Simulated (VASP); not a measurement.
# BiPt2Pb (P-6m2) in VASP: single point with LDA

Aim: the single point of BiPt2Pb with LDA.

Program: VASP 6.6.1. These are calculated values, not measurements. Logs are shortened: lines on timing, memory, paths and dates and some standing lists are left out, and cuts for length are marked.

## Step 1: The structure

Symmetry: P-6m2, No. 187, hexagonal system. The conventional cell has a = 4.363 Å, b = 4.363 Å, c = 5.524 Å, α = 90.00°, β = 90.00°, γ = 120.00°. Bi (site symmetry -6m2) has 6 Pt at 2.87 Å as nearest neighbours. Around Pt (site symmetry 3m) lie 2 Pt at 2.76 Å and 3 Pb at 2.87 Å and 3 Bi at 2.87 Å. Pb (site symmetry -6m2) is surrounded by 6 Pt at 2.87 Å.

The cell comes from a database or a generator and needn't be the stable form of this composition.

## Step 2: Single point, LDA

Input file INCAR:

```
SYSTEM = BiPt2Pb
PREC = Accurate ; ENCUT = 520
EDIFF = 1E-7 ; ISMEAR = 0
SIGMA = 0.1 ; LREAL = .False.
LASPH = .True. ; NELM = 100
ALGO = Normal ; ISIF = 2
LWAVE = .False. ; LCHARG = .True.
GGA = CA ; LELF = .True.
LVHAR = .True. ; NBANDS = 32
```

Input file KPOINTS:

```
regular mesh
0
Gamma
  6 6 4
  0 0 0
```

Input file POSCAR:

```
BiPt2Pb
1.0
    4.3626121243      0.0000000000      0.0000000000
   -2.1813060621      3.7781329265      0.0000000000
    0.0000000000      0.0000000000      5.5242240900
Bi Pt Pb
1 2 1
Direct
    0.3333333300      0.6666666700      0.0000000000
    0.0000000000      0.0000000000      0.2501881200
    0.0000000000      0.0000000000      0.7498118800
    0.6666666700      0.3333333300      0.5000000000
```

Potentials or basis: VASP PAW LDA potentials, release 64 (Bi_d, Pt, Pb_d).

On the command line:

```
$ cat potpaw_LDA.64/Bi_d/POTCAR potpaw_LDA.64/Pt/POTCAR potpaw_LDA.64/Pb_d/POTCAR > POTCAR
$ mpirun -np 1 vasp_std > vasp.out
```

OUTCAR:

```text
SYSTEM = BiPt2Pb
   PREC = Accurate
   ENCUT = 520
   EDIFF = 1E-7
   ISMEAR = 0
   LREAL = .False.
   LASPH = .True.
   NELM = 100
   ISIF = 2
   GGA = CA

 ion  position               nearest neighbor table
   1  0.333  0.667  0.000-   2 2.87   3 2.87   2 2.87   3 2.87   2 2.87   3 2.87   4 3.74   4 3.74
                             4 3.74   4 3.74   4 3.74   4 3.74
   2  0.000  0.000  0.250-   3 2.76   3 2.76   4 2.87   4 2.87   4 2.87   1 2.87   1 2.87   1 2.87

   3  0.000  0.000  0.750-   2 2.76   2 2.76   4 2.87   4 2.87   4 2.87   1 2.87   1 2.87   1 2.87

   4  0.667  0.333  0.500-   2 2.87   3 2.87   2 2.87   3 2.87   2 2.87   3 2.87   1 3.74   1 3.74
                             1 3.74   1 3.74   1 3.74   1 3.74

  LATTYP: Found a hexagonal cell.
 ALAT       =     4.3626121243
 C/A-ratio  =     1.2662652403

  Lattice vectors:

 A1 = (   4.3626121243,   0.0000000000,   0.0000000000)
 A2 = (  -2.1813060621,   3.7781329265,   0.0000000000)
 A3 = (   0.0000000000,   0.0000000000,   5.5242240900)

Analysis of symmetry for initial positions (statically):
=====================================================================
 Subroutine PRICEL returns:
 Original cell was already a primitive cell.

 Routine SETGRP: Setting up the symmetry group for a
 hexagonal supercell.

 Subroutine GETGRP returns: Found 12 space group operations
 (whereof 12 operations were pure point group operations)
 out of a pool of 24 trial point group operations.

The static configuration has the point symmetry D_3h.

Analysis of symmetry for dynamics (positions and initial velocities):
=====================================================================
 Subroutine PRICEL returns:
 Original cell was already a primitive cell.

 Routine SETGRP: Setting up the symmetry group for a
 hexagonal supercell.

 Subroutine GETGRP returns: Found 12 space group operations
 (whereof 12 operations were pure point group operations)
 out of a pool of 24 trial point group operations.

The dynamic configuration has the point symmetry D_3h.

 Subroutine INISYM returns: Found 12 space group operations
 (whereof 12 operations are pure point group operations),
 and found     1 'primitive' translations

----------------------------------------------------------------------------------------

                                     Primitive cell

  volume of cell :      91.0532

  direct lattice vectors                    reciprocal lattice vectors
     4.362612124  0.000000000  0.000000000     0.229220470  0.132340500  0.000000000
    -2.181306062  3.778132927  0.000000000     0.000000000  0.264681000  0.000000000
     0.000000000  0.000000000  5.524224090     0.000000000  0.000000000  0.181020897

  length of vectors
     4.362612124  4.362612124  5.524224090     0.264681000  0.264681000  0.181020897

  position of ions in fractional coordinates (direct lattice)
     0.333333330  0.666666670  0.000000000
     0.000000000  0.000000000  0.250188120
     0.000000000  0.000000000  0.749811880
     0.666666670  0.333333330  0.500000000

  ion indices of the primitive-cell ions
   primitive index   ion index
                 1           1
                 2           2
                 3           3
                 4           4

----------------------------------------------------------------------------------------

 KPOINTS: regular mesh

Automatic generation of k-mesh.
 Grid dimensions read from file:
 generate k-points for:    6    6    4

 Generating k-lattice:

  Cartesian coordinates                     Fractional coordinates (reciprocal lattice)
     0.038203412  0.022056750  0.000000000     0.166666667  0.000000000  0.000000000
     0.000000000  0.044113500  0.000000000     0.000000000  0.166666667  0.000000000
     0.000000000  0.000000000  0.045255224     0.000000000  0.000000000  0.250000000

  Length of vectors
     0.044113500  0.044113500  0.045255224

  Shift w.r.t. Gamma in fractional coordinates (k-lattice)
     0.000000000  0.000000000  0.000000000

 Subroutine IBZKPT returns following result:
 ===========================================

 Found     21 irreducible k-points:

 Following reciprocal coordinates:
            Coordinates               Weight
  0.000000  0.000000  0.000000      1.000000
  0.166667  0.000000  0.000000      6.000000
  0.333333  0.000000  0.000000      6.000000
  0.500000 -0.000000  0.000000      3.000000
  0.166667  0.166667  0.000000      6.000000
  0.333333  0.166667  0.000000     12.000000
[... 13 lines left out ...]
  0.333333  0.166667  0.500000     12.000000
  0.333333  0.333333  0.500000      2.000000
   k-points           NKPTS =     21   k-points in BZ     NKDIM =     21   number of bands    NBANDS=     32
   number of dos      NEDOS =    301   number of ions     NIONS =      4
   total plane-waves  NPLWV =  43008
   dimension x,y,z NGX =    32 NGY =   32 NGZ =   42
   dimension x,y,z NGXF=    64 NGYF=   64 NGZF=   84
   ions per type =               1   2   1
   NGX,Y,Z   is equivalent  to a cutoff of  12.19, 12.19, 12.64 a.u.
   NGXF,Y,Z  is equivalent  to a cutoff of  24.39, 24.39, 25.28 a.u.
 SYSTEM =  BiPt2Pb
   PREC   = accura    normal or accurate (medium, high low for compatibility)
   ISTART =      0    job   : 0-new  1-cont  2-samecut
   ICHARG =      2    charge: 1-file 2-atom 10-const
   ISPIN  =      1    spin polarized calculation?
   LNONCOLLINEAR =      F non collinear calculations
   LSORBIT =      F    spin-orbit coupling
   LASPH  =      T    aspherical Exc in radial PAW
   ENCUT  =  520.0 eV  38.22 Ry    6.18 a.u.   8.11  8.11 10.27*2*pi/ulx,y,z
   NELM   =    100;   NELMIN=  2; NELMDL= -5     # of ELM steps
   EDIFF  = 0.1E-06   stopping-criterion for ELM
   LREAL  =      F    real-space projection
   EDIFFG = 0.1E-05   stopping-criterion for IOM
   NSW    =      0    number of steps for IOM
   IBRION =     -1    ionic relax: 0-MD 1-quasi-New 2-CG
   NFREE  =      0    steps in history (QN), initial steepest desc. (CG)
   ISIF   =      2    stress and relaxation
   ISYM   =      2    0-nonsym 1-usesym 2-fastsym
   POTIM  = 0.5000    time-step for ionic-motion
   TEBEG  =    0.0;   TEEND  =   0.0 temperature during run
   PSTRESS=    0.0 pullay stress
   NELECT =      49.0000    total number of electrons
   NUPDOWN=      -1.0000    fix difference up-down
   EMIN   =  10.00;   EMAX   =-10.00  energy-range for DOS
   EFERMI =   0.00;   METHOD = LEGACY
   ISMEAR =     0;   SIGMA  =   0.10  broadening in eV -4-tet -1-fermi 0-gaus
   EFERMI_NEDOS =   21; number of points for ismear=-14 and -15
   IALGO  =     38    algorithm
   IMIX   =      4    mixing-type and parameters
     AMIX     =   0.40;   BMIX     =  1.00
     AMIX_MAG =   1.60;   BMIX_MAG =  1.00
  volume/ion in A,a.u.               =      22.76       153.61
  Fermi-wavevector in a.u.,A,eV,Ry     =   1.331604  2.516367 24.125438  1.773170
  Thomas-Fermi vector in A             =   2.460603
   LORBIT       =      0    0 simple, 1 ext, 2 COOP (PROOUT), +10 PAW based schemes
   GGA     = CA    functional components
   LHFCALC =     F    Hartree Fock is set to
   AEXX    =    0.0000 exact exchange contribution
   IVDW    =     0    specifies the selected vdW correction
   LEPSILON=     F    determine dielectric tensor
   LRPA    =     F    only Hartree local field effects (RPA)
 non-spin polarized calculation
 Gauss-broadening in eV      SIGMA  =   0.10
  energy-cutoff  :      520.00
  volume of cell :       91.05
 maximum number of plane-waves:      2484
   NGX = 17   NGY = 17   NGZ = 21

 number of electron      49.0000002 magnetization

 Free energy of the ion-electron system (eV)
  ---------------------------------------------------
  ext. energy  EPLUGINS =         0.00000000
  ---------------------------------------------------
  free energy    TOTEN  =       -24.79622488 eV

  energy without entropy =      -24.78756992  energy(sigma->0) =      -24.79189740

 E-fermi :   8.4009     XC(G=0): -11.5208

 val. band max:        8.3383421941   @ k =   0.3333   0.0000   0.0000
 cond. band min:       8.4504218627   @ k =   0.1667   0.0000   0.2500
 fundamental gap:      0.1120796686
 Fermi energy:         8.4008702529

 k-point     1 :       0.0000    0.0000    0.0000
  band No.  band energies     occupation
      1     -14.4630      2.00000
      2     -14.4630      2.00000
      3     -14.4593      2.00000
      4     -14.4593      2.00000
      5     -14.4510      2.00000
      6      -8.3060      2.00000
[... 24 lines left out ...]
     31      14.8321      0.00000
     32      14.8321      0.00000

 k-point     2 :       0.1667    0.0000    0.0000
  band No.  band energies     occupation
      1     -14.4643      2.00000
      2     -14.4627      2.00000
      3     -14.4597      2.00000
      4     -14.4553      2.00000
      5     -14.4487      2.00000
      6      -8.3108      2.00000
[... 24 lines left out ...]
     31      14.5287      0.00000
     32      15.3460      0.00000

 k-point     3 :       0.3333    0.0000    0.0000
  band No.  band energies     occupation
      1     -14.4670      2.00000
      2     -14.4622      2.00000
      3     -14.4614      2.00000
      4     -14.4473      2.00000
      5     -14.4433      2.00000
      6      -8.3191      2.00000
[... 24 lines left out ...]
     31      14.0631      0.00000
     32      14.9857      0.00000

 k-point     4 :       0.5000   -0.0000    0.0000
  band No.  band energies     occupation
      1     -14.4684      2.00000
      2     -14.4624      2.00000
      3     -14.4619      2.00000
      4     -14.4434      2.00000
      5     -14.4404      2.00000
      6      -8.3226      2.00000
[... 549 lines left out ...]
     31      15.3432      0.00000
     32      15.5731      0.00000

 k-point    20 :       0.3333    0.1667    0.5000
  band No.  band energies     occupation
      1     -14.4680      2.00000
      2     -14.4628      2.00000
      3     -14.4579      2.00000
      4     -14.4469      2.00000
      5     -14.4403      2.00000
      6      -8.3260      2.00000
[... 24 lines left out ...]
     31      16.3426      0.00000
     32      16.7669      0.00000

 k-point    21 :       0.3333    0.3333    0.5000
  band No.  band energies     occupation
      1     -14.4672      2.00000
      2     -14.4640      2.00000
      3     -14.4509      2.00000
      4     -14.4499      2.00000
      5     -14.4411      2.00000
      6      -8.3209      2.00000
[... 24 lines left out ...]
     31      15.3216      0.00000
     32      15.4516      0.00000

------------------------ aborting loop because EDIFF is reached ----------------------------------------

  FORCE on cell =-STRESS in cart. coord.  units (eV):
  Direction    XX          YY          ZZ          XY          YZ          ZX
  --------------------------------------------------------------------------------------
  -------------------------------------------------------------------------------------
  Total       -2.7246451     -2.7246451     -2.7337746     -0.0000000      0.0000000      0.0000000
  in kB      -47.9430213    -47.9430213    -48.1036651     -0.0000000      0.0000000      0.0000000
  external PRESSURE =     -47.9965692 kB  Pullay stress =       0.0000000 kB

 VOLUME and BASIS-vectors are now :
 -----------------------------------------------------------------------------
  energy-cutoff  :      520.00
  volume of cell :       91.05
      direct lattice vectors                 reciprocal lattice vectors
     4.362612124  0.000000000  0.000000000     0.229220470  0.132340500  0.000000000
    -2.181306062  3.778132927  0.000000000     0.000000000  0.264681000  0.000000000
     0.000000000  0.000000000  5.524224090     0.000000000  0.000000000  0.181020897

 POSITION                                       TOTAL-FORCE (eV/Angst)
 -----------------------------------------------------------------------------------
     -0.00000      2.51876      0.00000        -0.000000      0.000000      0.000000
      0.00000      0.00000      1.38210         0.000000     -0.000000      0.062855
      0.00000      0.00000      4.14213         0.000000      0.000000     -0.062855
      2.18131      1.25938      2.76211        -0.000000      0.000000      0.000000
 -----------------------------------------------------------------------------------
    total drift:                                0.000005     -0.000003     -0.000000

  FREE ENERGIE OF THE ION-ELECTRON SYSTEM (eV)
  ---------------------------------------------------
  free  energy   TOTEN  =       -24.7962248832 eV

  energy  without entropy=      -24.7875699184  energy(sigma->0) =      -24.79189740
```

It took 20 s on 1 thread of Intel Xeon 6975P-C (Granite Rapids), shared host; peak memory 0.21 GiB.

What came out:

```
Free energy            : -24.7962 eV
Pressure               : -4.8 GPa
Largest force          : 0.063 eV/Å
Band gap on the k mesh : none (metal or under the smearing width)
```

Forces in eV/Å, atoms in the order of the input:
```
Bi   0.000  0.000  0.000
Pt   0.000  0.000  0.063
Pt   0.000  0.000 -0.063
Pb   0.000  0.000  0.000
```

Caveat: spin-orbit coupling is left out, which moves the levels of the heavy elements.
